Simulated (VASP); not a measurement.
Method: PBE GGA with D3 dispersion (Becke-Johnson damping), VASP's PBE PAW potentials (set 64) (plane waves; VASP 6.6.1).

VASP input:

POSCAR:
```
LiCl
1
    0.0000000000     2.5164972926     2.5164972926
    2.5164972926     0.0000000000     2.5164972926
    2.5164972926     2.5164972926     0.0000000000
Li Cl
1 1
Direct
  1.0000000000   0.0000000000   0.0000000000
  0.5000000000   0.5000000000   0.5000000000
```

**KPOINTS**
```
Automatic mesh
0
Gamma
10 10 10
0 0 0
```

**INCAR**
```
SYSTEM = LiCl
PREC = Accurate
ENCUT = 520
EDIFF = 1E-7
NELM = 100
ALGO = Normal
LREAL = .FALSE.
LASPH = .TRUE.
ISMEAR = -5
GGA = PE
IVDW = 12
LWAVE = .FALSE.
LCHARG = .TRUE.
LORBIT = 11
NEDOS = 601
ISIF = 2
```

POTCAR, in this order: Li_sv Cl (PBE.64 set). Program: vasp_std.

What VASP printed:

### OSZICAR
```
       N       E                     dE             d eps       ncg     rms          rms(c)
DAV:   1     0.423270641168E+02    0.42327E+02   -0.43972E+03   846   0.103E+03
DAV:   2    -0.542573910435E+01   -0.47753E+02   -0.47169E+02  1148   0.165E+02
DAV:   3    -0.738338788752E+01   -0.19576E+01   -0.19549E+01  1047   0.384E+01
DAV:   4    -0.742928150671E+01   -0.45894E-01   -0.45861E-01  1237   0.590E+00
DAV:   5    -0.742972476062E+01   -0.44325E-03   -0.44324E-03  1131   0.555E-01    0.247E+00
DAV:   6    -0.736432067654E+01    0.65404E-01   -0.15755E-01   927   0.234E+00    0.178E+00
DAV:   7    -0.736552618338E+01   -0.12055E-02   -0.56131E-02  1201   0.156E+00    0.934E-01
DAV:   8    -0.736936491739E+01   -0.38387E-02   -0.84927E-03   956   0.771E-01    0.138E-01
DAV:   9    -0.736934986572E+01    0.15052E-04   -0.30344E-04  1139   0.153E-01    0.370E-02
DAV:  10    -0.736940361661E+01   -0.53751E-04   -0.92093E-05   955   0.888E-02    0.176E-02
DAV:  11    -0.736940875108E+01   -0.51345E-05   -0.43524E-06  1237   0.208E-02    0.706E-03
DAV:  12    -0.736940985455E+01   -0.11035E-05   -0.45601E-07   972   0.637E-03    0.196E-03
DAV:  13    -0.736940932221E+01    0.53234E-06   -0.62960E-08   610   0.242E-03    0.751E-04
DAV:  14    -0.736940932425E+01   -0.20397E-08   -0.85737E-09   453   0.913E-04
   1 F= -.78471788E+01 E0= -.78471788E+01  d E =0.000000E+00
```

**OUTCAR**
```
------------------------ aborting loop because EDIFF is reached ----------------------------------------
 Edisp (eV)   -0.47777
  FORCE on cell =-STRESS in cart. coord.  units (eV):
  Direction    XX          YY          ZZ          XY          YZ          ZX
  --------------------------------------------------------------------------------------
  Total      -0.00948    -0.00948    -0.00948    -0.00000     0.00000     0.00000
  in kB      -0.47641    -0.47641    -0.47641    -0.00000     0.00000     0.00000
  external pressure =       -0.48 kB  Pullay stress =        0.00 kB
  volume of cell :       31.87
      direct lattice vectors                 reciprocal lattice vectors
     0.000000000  2.516497293  2.516497293    -0.198688869  0.198688869  0.198688869
     2.516497293  0.000000000  2.516497293     0.198688869 -0.198688869  0.198688869
     2.516497293  2.516497293  0.000000000     0.198688869  0.198688869 -0.198688869
  FREE ENERGIE OF THE ION-ELECTRON SYSTEM (eV)
  ---------------------------------------------------
  free  energy   TOTEN  =        -7.8471787632 eV

  energy  without entropy=       -7.8471787632  energy(sigma->0) =       -7.84717876

 total charge

# of ion       s       p       d       tot
------------------------------------------
    1        2.009   0.038   0.000   2.047
    2        1.590   3.606   0.000   5.195
--------------------------------------------------
tot          3.599   3.644   0.000   7.242
```
(Selected blocks of OUTCAR.)

**OUTCAR**
```
 val. band max:        1.0238632375   @ k =  -0.1000   0.1000   0.0000

 cond. band min:       7.7055277763   @ k =   0.0000   0.0000   0.0000


 Fermi energy:         1.0760024066

 k-point     1 :       0.0000    0.0000    0.0000
  band No.  band energies     occupation
      1     -42.4075      2.00000
      2     -12.5834      2.00000
      3       1.0229      2.00000
      4       1.0229      2.00000
      5       1.0229      2.00000
      6       7.7055      0.00000
      7      13.0043      0.00000
      8      13.0043      0.00000
      9      13.0043      0.00000

 k-point     2 :       0.1000    0.0000    0.0000
  band No.  band energies     occupation
      1     -42.4072      2.00000
      2     -12.5283      2.00000
      3       0.6441      2.00000
      4       0.9931      2.00000
      5       0.9931      2.00000
      6       8.0269      0.00000
      7      12.4344      0.00000
      8      13.0294      0.00000
      9      13.0295      0.00000

 k-point     3 :       0.2000    0.0000    0.0000
  band No.  band energies     occupation
      1     -42.4063      2.00000
      2     -12.3780      2.00000
      3      -0.2148      2.00000
      4       0.9181      2.00000
      5       0.9181      2.00000
      6       8.4665      0.00000
      7      12.0296      0.00000
      8      12.2849      0.00000
      9      12.2849      0.00000

 k-point     4 :       0.3000    0.0000    0.0000
  band No.  band energies     occupation
      1     -42.4051      2.00000
      2     -12.1787      2.00000
      3      -1.1218      2.00000
      4       0.8314      2.00000
      5       0.8314      2.00000
      6       8.3245      0.00000
      7      11.3526      0.00000
      8      11.3527      0.00000
      9      12.7619      0.00000

 k-point     5 :       0.4000    0.0000    0.0000
  band No.  band energies     occupation
      1     -42.4042      2.00000
      2     -12.0047      2.00000
      3      -1.7846      2.00000
...
```

The compound is LiCl in the rock salt structure. It was relaxed first, which changed the volume by -6 %.
